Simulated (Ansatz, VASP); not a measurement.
# Cross-check of BiN between VASP and Ansatz, part 2 of 2

Aim: how closely do two programs agree when they are given the same cell, functional and k mesh? The cell is invented: As first built, before any earlier steps moved the atoms (in the runner's words): it takes the GaN structure with some of its atoms replaced by other elements, volume scaled by an estimate. It may not be a known or stable phase. The cell is taken from a series of VASP runs on this material, whose earlier steps may have relaxed, scaled or displaced it; both programs get it as it stands.

VASP 6.6.1 and Ansatz 0.2.0.

So far. Step 3 (VASP: band structure, PBE, spin-orbit coupling): The run ends at a pressure of 0.54 GPa.

## 4. Comparison

Known differences besides the potentials themselves: spin-orbit coupling enters by fully relativistic files in Ansatz and inside the spheres in VASP; the cutoff is 420 eV in Ansatz and 520 eV in VASP. Total energies have different zeros and are not compared.

Compared:

```tsv
quantity	Ansatz	VASP	difference
pressure (GPa)	0.65	0.54	+0.11
pressure without Ansatz's Pulay correction (GPa)	0.43	0.54	-0.11
```

Levels from 3 eV below to 2 eV above the Fermi level differ by 49 meV r.m.s. and 179 meV at most; each VASP level is matched to the nearest of Ansatz, which flatters the figure a little. Ansatz's pressure holds a Pulay correction of 0.22 GPa; VASP's holds none.

## 5. VASP: band structure, r2SCAN, spin-orbit coupling

A single point gives forces, pressure and levels at one fixed geometry, so differences don't come from the geometry; what else differs is listed under the comparison.

Input file INCAR:

```
SYSTEM = BiN
PREC = Accurate
ENCUT = 520
EDIFF = 1E-06
NELM = 100
ISMEAR = 0
SIGMA = 0.02
LREAL = .FALSE.
ALGO = Normal
METAGGA = R2SCAN
LASPH = .TRUE.
LNONCOLLINEAR = .TRUE.
MAGMOM = 0 0 0 0 0 0
NBANDS = 32
GGA_COMPAT = .FALSE.
LSORBIT = .TRUE.
LORBIT = 11
LWAVE = .FALSE.
LCHARG = .FALSE.
KPAR = 4
```

Input file POSCAR:

```
BiN
1.0
    0.0000000000      2.7780454068      2.7780454068
    2.7780454068      0.0000000000      2.7780454068
    2.7780454068      2.7780454068      0.0000000000
Bi N
1 1
Direct
    0.0000000000      0.0000000000      0.0000000000
    0.2500000000      0.2500000000      0.2500000000
```

Input file KPOINTS:

```
Automatic mesh
0
Gamma
6 6 6
0 0 0
```

Input file KPOINTS_OPT:

```
Line mode
16
Line-mode
Reciprocal
  0.00000000   0.00000000   0.00000000 GAMMA
  0.50000000   0.00000000   0.50000000 X

  0.50000000   0.00000000   0.50000000 X
  0.50000000   0.25000000   0.75000000 W

  0.50000000   0.25000000   0.75000000 W
  0.37500000   0.37500000   0.75000000 K

  0.37500000   0.37500000   0.75000000 K
  0.00000000   0.00000000   0.00000000 GAMMA

  0.00000000   0.00000000   0.00000000 GAMMA
  0.50000000   0.50000000   0.50000000 L

  0.50000000   0.50000000   0.50000000 L
  0.62500000   0.25000000   0.62500000 U

  0.62500000   0.25000000   0.62500000 U
  0.50000000   0.25000000   0.75000000 W

  0.50000000   0.25000000   0.75000000 W
  0.50000000   0.50000000   0.50000000 L

  0.50000000   0.50000000   0.50000000 L
  0.37500000   0.37500000   0.75000000 K

  0.62500000   0.25000000   0.62500000 U
  0.50000000   0.00000000   0.50000000 X
```

PAW data sets: Bi_d and N (PBE family, release 64).

Run with:

```console
mpirun -np 4 vasp_ncl
```

Numbers of over 12 decimals in the logs are rounded to 6 here.

What it wrote:

```text
[banner, memory and clock lines left out]
running    4 mpi-ranks, on    1 nodes
[...]
|                                                                             |
|               ----> ADVICE to this user running VASP <----                  |
|                                                                             |
|     You enforced a specific xc type in the INCAR file but a different       |
|     [... a line on the potential file left out ...]
|     I HOPE YOU KNOW WHAT YOU ARE DOING!                                     |
|                                                                             |

 LDA part: xc-table for (None), standard interpolation
 POSCAR, INCAR and KPOINTS ok, starting setup
[...]
entering main loop
       N       E                     dE             d eps       ncg     rms          rms(c)
DAV:   1     0.169111300071E+03    0.16911E+03   -0.10091E+04  1408   0.149E+03
DAV:   2    -0.448927160401E+02   -0.21400E+03   -0.20419E+03  1416   0.452E+02
[...]
1 F= -.66444808E+02 E0= -.66444582E+02  d E =-.452006E-03  mag=    -0.0000    -0.0000    -0.0000
 Start KPOINTS_OPT (optional k-point list driver)
k-point batch [1-22\160]
       N       E                     dE             ncg
DAV:   1     0.127564026727E+04   -0.78426E+04     1416
DAV:   2    -0.337850546723E+04   -0.46541E+04     1464
DAV:   3    -0.394589976911E+04   -0.56739E+03     1696
DAV:   4    -0.397210878160E+04   -0.26209E+02     1640
DAV:   5    -0.397327734419E+04   -0.11686E+01     2208
DAV:   6    -0.397329335168E+04   -0.16007E-01     1792
DAV:   7    -0.397329381867E+04   -0.46698E-03     2208
DAV:   8    -0.397329382568E+04   -0.70149E-05     1736
DAV:   9    -0.397329382587E+04   -0.18749E-06     1208
[...]
k-point batch [155-160\160]
       N       E                     dE             ncg
DAV:   1     0.117810864184E+05   -0.38778E+04      384
DAV:   2     0.105586626067E+05   -0.12224E+04      400
DAV:   3     0.104185859386E+05   -0.14008E+03      472
DAV:   4     0.104127584677E+05   -0.58275E+01      432
DAV:   5     0.104124959155E+05   -0.26255E+00      616
DAV:   6     0.104124933005E+05   -0.26150E-02      456
DAV:   7     0.104124931762E+05   -0.12435E-03      616
DAV:   8     0.104124931744E+05   -0.18134E-05      448
DAV:   9     0.104124931743E+05   -0.52636E-07      336
```

From OUTCAR (step 5):

```text
  Total       -0.3768588     -0.3768588     -0.3768588      0.0000000      0.0000000     -0.0000000
  in kB      -14.0812518    -14.0812518    -14.0812518      0.0000000      0.0000000     -0.0000000
  external PRESSURE =     -14.0812518 kB  Pullay stress =       0.0000000 kB

 POSITION                                       TOTAL-FORCE (eV/Angst)
 -----------------------------------------------------------------------------------
      0.00000      0.00000      0.00000        -0.000000     -0.000000     -0.000000
      1.38902      1.38902      1.38902         0.000000      0.000000      0.000000
 -----------------------------------------------------------------------------------
    total drift:                               -0.000000     -0.000000     -0.000000

  FREE ENERGIE OF THE ION-ELECTRON SYSTEM (eV)
  ---------------------------------------------------
  free  energy   TOTEN  =       -66.4448079531 eV

  energy  without entropy=      -66.4443559469  energy(sigma->0) =      -66.44458195

 magnetization (x)
# of ion       s       p       d       tot
------------------------------------------
    1       -0.000   0.000   0.000   0.000
    2        0.000   0.000   0.000   0.000
--------------------------------------------------
tot         -0.000   0.000   0.000   0.000

 magnetization (y)
# of ion       s       p       d       tot
------------------------------------------
    1        0.000   0.000   0.000   0.000
    2        0.000   0.000   0.000   0.000
--------------------------------------------------
tot          0.000   0.000   0.000   0.000

 magnetization (z)
# of ion       s       p       d       tot
------------------------------------------
    1       -0.000  -0.000   0.000  -0.000
    2       -0.000   0.000   0.000   0.000
--------------------------------------------------
tot         -0.000   0.000   0.000   0.000

[... 2 parts as in an earlier step ...]

[... 1 further part left out ...]
[key lines of the parts left out:]
E-fermi :   6.2359
```

The run ends at a pressure of -1.41 GPa.

## 6. Ansatz: band structure, r2SCAN, spin-orbit coupling

The same cell, functional, mesh and smearing now go to Ansatz, which takes its cutoff from its data sets.

The cell is taken from a series of VASP runs on this material, whose earlier steps may have relaxed, scaled or displaced it; both programs get it as it stands.

Input file input.yaml:

```yaml
crystal:
  lattice:
    - [0.0, 2.7780454068, 2.7780454068]
    - [2.7780454068, 0.0, 2.7780454068]
    - [2.7780454068, 2.7780454068, 0.0]
  atoms:
    - { symbol: Bi, position: [0.0, 0.0, 0.0] }
    - { symbol: "N", position: [0.25, 0.25, 0.25] }
hamiltonian:
  xc: r2scan
  pseudopotentials: { kind: paw_fr }
magnetization:
  noncollinear: true
  spin_orbit: true
kpoints:
  mp_grid: { grid: [6, 6, 6] }
  band_path:
    path:
      - [0.0, 0.0, 0.0]
      - [0.16667, 0.0, 0.16667]
      - [0.33333, 0.0, 0.33333]
      - [0.5, 0.0, 0.5]
      - [0.5, 0.08333, 0.58333]
      - [0.5, 0.18333, 0.68333]
      - [0.5, 0.25, 0.75]
      - [0.45, 0.3, 0.75]
      - [0.40833, 0.34167, 0.75]
      - [0.35, 0.35, 0.7]
      - [0.225, 0.225, 0.45]
      - [0.075, 0.075, 0.15]
      - [0.03333, 0.03333, 0.03333]
      - [0.23333, 0.23333, 0.23333]
      - [0.4, 0.4, 0.4]
      - [0.51667, 0.46667, 0.51667]
      - [0.55833, 0.38333, 0.55833]
      - [0.60833, 0.28333, 0.60833]
      - [0.60833, 0.25, 0.64167]
      - [0.55833, 0.25, 0.69167]
      - [0.51667, 0.25, 0.73333]
      - [0.5, 0.3, 0.7]
      - [0.5, 0.38333, 0.61667]
      - [0.5, 0.48333, 0.51667]
      - [0.475, 0.475, 0.55]
      - [0.425, 0.425, 0.65]
      - [0.38333, 0.38333, 0.73333]
      - [0.59167, 0.18333, 0.59167]
      - [0.55, 0.1, 0.55]
      - [0.5, 0.0, 0.5]
    npoints: 1
scf:
  occupations: { method: gaussian, width: 0.02 }
  n_extra_bands: 14
output:
  forces: true
  stress: true
  eigenvalues: true
```

Run with:

```console
ansatz run input.yaml --threads 2 --pin off --max-ram 4608MiB --backend cpu --events-out ev --progress --plain --runs-dir out
```

What it wrote:

```text
[...]
Crystal: 2 atoms, lattice volume = 42.879 Å³
Basis set: ecut = 500 eV, 1067 PW (Γ), exchange–correlation on 120×120×120 points (64 copies of the dense FFT grid, shifted against one another)
Bands: 34, of which v1, the nominal top of the filled ones, is band 20 counted from 1 (19 counted from 0)
[...]
k-point 1: bands = [... 16 lower, 6.9900, 7.0134, 7.1506, 7.1506, 10.8842, 10.8842, 12.6842, 12.6842, ... 10 higher]
  k-point 2: bands = [... 16 lower, 6.6254, 6.6468, 6.7712, 6.7712, 11.5513, 11.5513, 12.7554, 12.7554, ... 10 higher]
  k-point 15: bands = [... 16 lower, 4.9124, 4.9793, 9.5001, 9.5154, 9.8063, 10.3842, 12.7049, 13.4401, ... 10 higher]
[key lines of the parts left out:]
SCF converged after 7 iterations
Magnetization: |M| = 0.0000 μB,  M = (+0.0000, +0.0000, +0.0000) μB
Free energy (F): -12760.077880 eV
Fermi energy:    9.496734 eV
P = ⅓ Tr σ = -1.5064 GPa (-15.064 kbar)
```

Run time: 12 s. Hardware: 2 threads of Arm Neoverse V2, shared host; peak memory 0.54 GiB; 24 s of CPU time.

## 7. Differences

What differs besides the data sets and the points named for the pairs above, as far as they apply: VASP keeps PBE cores, Ansatz makes them for the functional; the cutoff is 500 eV in Ansatz and 520 eV in VASP. Total energies have different zeros and are not compared.

Compared:

```tsv
quantity	Ansatz	VASP	difference
pressure (GPa)	-1.51	-1.41	-0.10
```

Levels from 3 eV below to 2 eV above the Fermi level differ by 53 meV r.m.s. and 194 meV at most; each VASP level is matched to the nearest of Ansatz, which flatters the figure a little. Ansatz's pressure holds a Pulay correction of 0.04 GPa; VASP's holds none.

## 8. Summary of results

```yaml
r_m_s_difference_of_levels_near_the_fermi_level_band_structure_pbe_spin_orbit_coupling: 49 meV
r_m_s_difference_of_levels_near_the_fermi_level_band_structure_r2scan_spin_orbit_coupling: 53 meV
```

**Reading.** The r.m.s. difference of levels near the Fermi level is 53 meV (band structure, r2SCAN, spin-orbit coupling), within the 80 meV picked in this series as the mark of a large difference. Such differences can come from data sets, numerical settings and the points named under the comparisons, not from the functional's error against experiment.

[Lines on the potential files, build, host, timing and source positions are cut from VASP's logs without a mark.]

[Logs are printed without paths, hosts, clocks, repeated set-up lines and the standing remarks that a program may print on its own settings, such as how far it seeks lower states.]

[Hosts, paths, dates, database ids (printed as entryN), source tags and the programs' standing remarks are cut or masked in the printed files.]
